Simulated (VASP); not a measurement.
VASP input:

**INCAR**
```
# general
SYSTEM   =  Co
PREC     =  Accurate
ENCUT    =  400
LREAL    =  .FALSE.
LASPH    =  .TRUE.

# electronic loop
EDIFF    =  1E-6
NELM     =  100
ALGO     =  Normal
LMAXMIX  =  4

# smearing
ISMEAR   =  1
SIGMA    =  0.1

# functional
GGA      =  PS

# spin
ISPIN    =  2
MAGMOM   =  1.8 1.8

# ions
IBRION   =  2
NSW      =  60
ISIF     =  3
EDIFFG   =  -0.01

# output
LWAVE    =  .FALSE.
LCHARG   =  .FALSE.
LORBIT   =  10
```

### POSCAR
```
Co
1
    1.2550000000    -2.1737240000     0.0000000000
    1.2550000000     2.1737240000     0.0000000000
    0.0000000000     0.0000000000     4.0700000000
Co
2
Direct
  0.3333330000   0.6666670000   0.2500000000
  0.6666670000   0.3333330000   0.7500000000
```

File KPOINTS:
```
Automatic mesh
0
Gamma
15 15 8
0 0 0
```

POTCAR, in this order: Co (PBE.64 set). Program: vasp_std.

Question: Translate this PBEsol calculation to Ansatz.

Answer: One equivalent input (not run):
Ansatz 0.2 input:
```yaml
crystal:
  lattice:
    - [1.2550000, -2.1737240, 0.0000000]
    - [1.2550000, 2.1737240, 0.0000000]
    - [0.0000000, 0.0000000, 4.0700000]
  atoms:
    - { symbol: Co, position: [0.3333330, 0.6666670, 0.2500000], spin: 1.8 }
    - { symbol: Co, position: [0.6666670, 0.3333330, 0.7500000], spin: 1.8 }
kpoints:
  mp_grid: { grid: [15, 15, 8] }
hamiltonian:
  xc: pbesol
  pseudopotentials: { kind: paw }
magnetization: { spin_polarized: true }
scf:
  occupations: { method: methfessel_paxton, width: 0.1 }
  max_iter: 100
relax:
  max_steps: 60
  f_tol: 0.01
  cell: {}
output: { forces: true, stress: true, eigenvalues: true }
```
Limits of the translation: each code has its own PAW files, so the cut-off isn't converted (ENCUT is set for VASP's; basis.ecutwfc is left out, and Ansatz then takes the one that its files recommend); Ansatz stops its SCF on the density residual and VASP on the energy change (EDIFF).

The compound is Co in the hcp structure. This run relaxes it. Symmetry was kept, so distortions that lower it aren't found.
